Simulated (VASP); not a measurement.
Data:

```
CELL_PARAMETERS angstrom
      0.00000     2.65895     2.65895
      2.65895     0.00000     2.65895
      2.65895     2.65895     0.00000
ATOMIC_POSITIONS crystal
  K  0.00000 0.00000 0.00000
  F  0.50000 0.50000 0.50000
```

Calculation: r2SCAN meta-GGA, VASP's PBE PAW potentials (set 64) (plane waves; VASP 6.6.1). Run with 600 eV cut-off, 8×8×8 Γ-centred mesh, Gaussian smearing of 0.050 eV, potentials K_sv F.

Each row applies one change to this cell, which was relaxed at other settings and keeps the small stress of the first row; at a fixed cut-off the stress holds a Pulay part, so it need not integrate to ΔE exactly. Stress is in GPa, positive when the cell is compressed; gaps are those on the k-mesh, and 0.00 means metallic.

```
change                             ΔE (meV/atom)    σxx    σyy    σzz  largest shear component, with its sign (GPa)  gap (eV)
---------------------------------  -------------  -----  -----  -----  --------------------------------------------  --------
none                                         0.0  -0.04  -0.04  -0.04                                          0.00      6.91
uniaxial strain of -3.0 % along y            [?]    [?]    [?]    [?]                                           [?]       [?]
shear strain γ_xz = -2.0 %                   0.3  -0.04  -0.04  -0.04                                          0.25      6.90
uniaxial strain of -1.0 % along x            0.7   0.81   0.11   0.11                                          0.00      6.95
uniaxial strain of -4.0 % along z            [?]    [?]    [?]    [?]                                           [?]       [?]
uniaxial strain of -1.5 % along x            1.5   1.28   0.18   0.18                                          0.00      6.97
```

### Question
What belongs in the gaps?

### Answer

- uniaxial strain of -3.0 % along y, ΔE (meV/atom): 5.5
- uniaxial strain of -3.0 % along y, σxx: 0.41
- uniaxial strain of -3.0 % along y, σyy: 2.89
- uniaxial strain of -3.0 % along y, σzz: 0.41
- uniaxial strain of -3.0 % along y, largest shear component, with its sign (GPa): 0.00
- uniaxial strain of -3.0 % along y, gap (eV): 7.03
- uniaxial strain of -4.0 % along z, ΔE (meV/atom): 9.9
- uniaxial strain of -4.0 % along z, σxx: 0.58
- uniaxial strain of -4.0 % along z, σyy: 0.58
- uniaxial strain of -4.0 % along z, σzz: 4.15
- uniaxial strain of -4.0 % along z, largest shear component, with its sign (GPa): 0.00
- uniaxial strain of -4.0 % along z, gap (eV): 7.07

Failed runs are left out, and for metals the shear rows, which the mesh's noise covers.

The compound is KF in the rock salt structure.
